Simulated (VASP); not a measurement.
Consider the following.

```xyz
3
Lattice="2.1107 -3.6559 0.0000 2.1107 3.6559 0.0000 0.0000 0.0000 6.8536" Properties=species:S:1:pos:R:3 pbc="T T T"
Cd     2.1107    -3.6559     0.0000
I      2.1107     1.2186     1.7038
I      2.1107    -1.2186     5.1498
```

Method: PBEsol GGA, VASP's PBE PAW potentials (set 64) (plane waves; VASP). Numerical set-up: 400 eV cut-off, Gaussian smearing of 0.050 eV, potentials Cd I.

Without a dispersion term in the relaxation, distances and binding between the weakly bound layers, chains or molecules are unreliable, and so is what depends on them. Unless said otherwise, spin-orbit coupling is left out, though it shifts the bands of the heavy elements here.

Question: Give the energies of bands 8 to 16 at the high-symmetry points, in eV from the valence-band maximum.

Answer: 
```
band      Γ      M      K      A      L      H
----  -----  -----  -----  -----  -----  -----
8     -3.86  -3.96  -3.95  -3.09  -4.07  -3.81
9     -0.32  -2.88  -2.27  -1.66  -3.31  -2.76
10    -0.32  -2.06  -2.27  -0.44  -1.38  -2.76
11    -0.15  -1.58  -2.02  -0.44  -1.28  -2.38
12    -0.15  -0.73  -1.13   0.00  -0.51  -0.28
13    -0.15  -0.13  -1.13   0.00  -0.45  -0.28
14     2.42   2.62   2.65   3.59   2.32   3.46
15     4.32   4.88   6.97   4.37   4.80   5.42
16     6.26   5.80   6.97   6.06   5.71   5.42
```

The gap is indirect, 2.31 eV, from the valence maximum at A to the conduction minimum at L-M at 0.22.

The compound is CdI2 in the 1T layered structure. It was relaxed first.
